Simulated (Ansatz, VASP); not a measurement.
## Two plane-wave programs on SrScZn4B2

File INCAR:

```
SYSTEM = SrScZn4B2
PREC = Accurate
ENCUT = 520
EDIFF = 1E-6
ISMEAR = 0
SIGMA = 0.1
LREAL = .False.
LASPH = .True.
NELM = 80
ALGO = Fast
ISIF = 2
LWAVE = .False.
LCHARG = .False.
GGA = PE
NBANDS = 48
```

KPOINTS

```
regular mesh
0
Gamma
  6 6 2
  0 0 0
```

Contents of POSCAR:

```
SrScZn4B2
1.0
    3.3353525100      0.0000000000      0.0000000000
    0.0000000000      3.3353525100      0.0000000000
    0.0000000000      0.0000000000     13.3414100200
Sr Sc Zn B
1 1 4 2
Direct
    0.5000000000      0.5000000000      0.1250000000
    0.5000000000      0.5000000000      0.8750000000
    0.0000000000      0.0000000000      0.0000000000
    0.0000000000      0.0000000000      0.2500000000
    0.0000000000      0.0000000000      0.5000000000
    0.0000000000      0.0000000000      0.7500000000
    0.5000000000      0.5000000000      0.3750000000
    0.5000000000      0.5000000000      0.6250000000
```

Input for Ansatz:

```yaml
crystal:
  lattice:
    - [3.33535251, 0.0, 0.0]
    - [0.0, 3.33535251, 0.0]
    - [0.0, 0.0, 13.34141002]
  atoms:
    - { symbol: Sr, position: [0.5, 0.5, 0.125] }
    - { symbol: Sc, position: [0.5, 0.5, 0.875] }
    - { symbol: Zn, position: [0.0, 0.0, 0.0] }
    - { symbol: Zn, position: [0.0, 0.0, 0.25] }
    - { symbol: Zn, position: [0.0, 0.0, 0.5] }
    - { symbol: Zn, position: [0.0, 0.0, 0.75] }
    - { symbol: B, position: [0.5, 0.5, 0.375] }
    - { symbol: B, position: [0.5, 0.5, 0.625] }
basis:
  ecutwfc: 420
kpoints:
  mp_grid: { grid: [6, 6, 2] }
hamiltonian:
  xc: pbe
scf:
  occupations: { method: gaussian, width: 0.1 }
  lower_state_search: "off"
output:
  forces: true
  stress: true
  eigenvalues: true
```

Alike in both runs: task single point; functional PBE; k mesh 6 × 6 × 2; occupations gaussian, width 0.1 eV; no spin polarisation.

|  | VASP | Ansatz |
| --- | --- | --- |
| version | VASP 6.6.1 | Ansatz 0.2.0 |
| potentials or method | VASP PAW PBE potentials, release 64 (Sr_sv, Sc_sv, Zn, B) | scalar-relativistic, plane waves, PAW |
| plane-wave cutoff (eV) | 520 | 420 |
| valence electrons in the cell | 75 | 75 |

Ansatz gave:

| Item | Value |
| --- | --- |
| gap on the k mesh at the Fermi level (eV) | none |
| pressure (GPa) | -0.7 |
| largest component of the traceless stress (GPa) | 1.78 |
| rms of the force components (eV/Å) | 0.723 |

Q: Estimate VASP's values.

A: gap on the k mesh at the Fermi level (eV): none; pressure (GPa): -0.5; largest component of the traceless stress (GPa): 1.80; rms of the force components (eV/Å): 0.729.

Atom by atom the forces differ by 0.006 eV/Å (rms over components). A gap of «none» marks a metal or a gap that the smearing closes. The functional is the same, so the differences come from potentials, cutoffs and numerics.

Caveats: forces of over 1 eV/Å show positions far from the minimum, so gaps and moduli don't describe the material at rest.
